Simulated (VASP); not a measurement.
An input for Quantum ESPRESSO's pw.x (written as the equivalent of a VASP run, and not itself run):

```
&CONTROL
  calculation = 'scf'
  pseudo_dir = './pseudo'
  outdir = './out'
  tprnfor = .true.
  tstress = .true.
/
&SYSTEM
  ibrav = 0
  nat = 2
  ntyp = 2
  ecutwfc = 102
  occupations = 'smearing'
  smearing = 'gaussian'
  degauss = 0.0147
  input_dft = 'pbesol'
/
&ELECTRONS
  conv_thr = 7.3e-08
  electron_maxstep = 100
/
ATOMIC_SPECIES
  Cd 112.414 Cd.upf
  O 15.999 O.upf
CELL_PARAMETERS angstrom
     0.0000000    2.3609950    2.3609950
     2.3609950    0.0000000    2.3609950
     2.3609950    2.3609950    0.0000000
ATOMIC_POSITIONS crystal
  Cd  -0.0002220  0.0088720 -0.0000090
  O    0.5002220  0.4911280  0.5000090
K_POINTS automatic
  4 4 4 1 1 1
```

Task: Write the VASP files for the same calculation (PBEsol).

Result: Several could match; the one computed here: 
### POSCAR
```
CdO
1
    0.0000000000     2.3609950000     2.3609950000
    2.3609950000     0.0000000000     2.3609950000
    2.3609950000     2.3609950000     0.0000000000
Cd O
1 1
Direct
 -0.0002220000   0.0088720000  -0.0000090000
  0.5002220000   0.4911280000   0.5000090000
```

INCAR:
```
! general
SYSTEM  = CdO
PREC    = Accurate
ENCUT   = 200
LREAL   = .FALSE.
LASPH   = .TRUE.

! electronic loop
EDIFF   = 1E-6
NELM    = 100
ALGO    = Normal
LMAXMIX = 4

! smearing
ISMEAR  = 0
SIGMA   = 0.2

! functional
GGA     = PS

! ions
ISIF    = 2

! output
LWAVE   = .FALSE.
LCHARG  = .FALSE.
```

### KPOINTS
```
Regular mesh
0
Gamma
4 4 4
0.5 0.5 0.5
```

POTCAR, in this order: Cd O (PBE.64 set). Program: vasp_std.

What does not carry over: the potentials are each code's own (VASP's PAW set, PseudoDojo norm-conserving files in pw.x), so ENCUT and ecutwfc are chosen apart and not converted; conv_thr bounds pw.x's estimated SCF error, while EDIFF bounds the energy change between steps.

The structure comes from a computed database's CdO entry; how it stands against other phases isn't given here. The cell was not relaxed at this level, atoms are displaced from their ideal sites. The k-mesh is coarse (spacing up to 0.58 per Å, 2π included), so the numbers may not be converged in it. The run is one of a series of settings (ENCUT = 200, KPOINTS 4×4×4 Γ-centred mesh shifted by (0.5, 0.5, 0.5) against the base run), some of them coarse on purpose.
